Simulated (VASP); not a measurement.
Data:

```xyz
3
Lattice="-1.5777 1.5777 4.1513 1.5777 -1.5777 4.1513 1.5777 1.5777 -4.1513" Properties=species:S:1:pos:R:3 pbc="T T T"
Al     0.0000     0.0000     2.8118
Al     0.0000     0.0000     5.4907
Os     0.0000     0.0000     0.0000
```

All values below come from r2SCAN meta-GGA, VASP's PBE PAW potentials (set 64) (plane waves; VASP). Numerical set-up: 400 eV cut-off, 11×11×11 Γ-centred mesh, tetrahedra with Blöchl corrections, potentials Al Os.

The path is coarsely sampled, so an indirect gap can come out somewhat too large. Unless said otherwise, spin-orbit coupling is left out, though it shifts the bands of the heavy elements here.

**Question.** What does the run give for the energy per atom (σ→0), band gap (over mesh and band path) with the smallest direct gap where there is one?

**Answer.** 
- band gap (over mesh and band path): 0.53 eV
- smallest direct gap (over mesh and band path): 1.48 eV
- energy per atom (σ→0): -22.818 eV/atom

The structure comes from a computed database's Al2Os entry (I4/mmm); how it stands against other phases isn't given here. The cell was not relaxed at this level.
